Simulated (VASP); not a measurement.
Input:

```
CELL_PARAMETERS angstrom
      1.76273     1.01771     7.27446
     -1.76273     1.01771     7.27446
      0.00000    -2.03543     7.27446
ATOMIC_POSITIONS crystal
  Cr 0.00019 0.00019 0.00019
  Tl 0.83372 0.83372 0.83372
  S  0.39057 0.39057 0.39057
  S  0.60883 0.60883 0.60883
```

All values below come from PBEsol GGA, VASP's PBE PAW potentials (set 64) (plane waves; VASP). Settings: 400 eV cut-off, Gaussian smearing of 0.050 eV, potentials Cr_pv Tl_d S.

The run has a spin-polarised start.

Task: Give the spin-up energies of bands 11 to 22 at the high-symmetry points, in eV from the Fermi level.

Result: 
```
band      Γ      T     H2      L     S0      F
----  -----  -----  -----  -----  -----  -----
11    -8.61  -7.66  -5.91  -6.68  -5.90  -6.30
12    -4.02  -5.82  -5.36  -5.39  -5.32  -6.08
13    -4.02  -4.03  -5.11  -4.41  -5.12  -4.49
14    -3.66  -4.03  -4.22  -3.83  -4.25  -3.63
15    -2.65  -1.62  -3.67  -3.70  -3.69  -3.62
16    -1.62  -1.62  -3.20  -2.89  -3.17  -2.69
17    -1.62  -0.94  -2.62  -2.57  -2.63  -2.08
18    -0.87  -0.85  -1.44  -1.40  -1.44  -1.72
19    -0.87  -0.85  -0.88  -1.10  -0.88  -1.09
20    -0.46   0.00  -0.73  -0.91  -0.71  -0.95
21     2.11   2.06   0.19   0.22   0.14   0.01
22     2.11   2.06   0.92   1.59   0.96   1.94
```

Task: Give the spin-down energies of bands 11 to 22 at the high-symmetry points, in eV from the Fermi level.

Result: 
```csv
band,Γ,T,H2,L,S0,F
11,-8.51,-7.64,-5.76,-6.47,-5.75,-6.08
12,-3.25,-5.48,-5.04,-5.23,-5.00,-5.87
13,-3.25,-3.25,-4.79,-4.17,-4.81,-4.21
14,-3.08,-3.25,-3.98,-3.53,-4.01,-3.45
15,-2.66,-0.84,-3.33,-3.02,-3.38,-2.92
16,-0.87,-0.84,-2.85,-2.47,-2.79,-2.60
17,-0.87,-0.03,-2.31,-2.47,-2.32,-1.80
18,0.95,0.96,0.34,0.28,0.37,-0.16
19,0.95,0.96,1.31,0.83,1.29,0.97
20,1.82,1.64,1.42,1.79,1.42,1.82
21,3.29,3.23,1.97,1.96,1.98,1.93
22,3.29,3.23,2.39,2.84,2.41,3.00
```

It has no gap at this level: it comes out as a metal or semimetal.

The structure comes from a computed database's TlCrS2 entry (R3m); how it stands against other phases isn't given here. It was relaxed first, which changed the volume by -6 %.
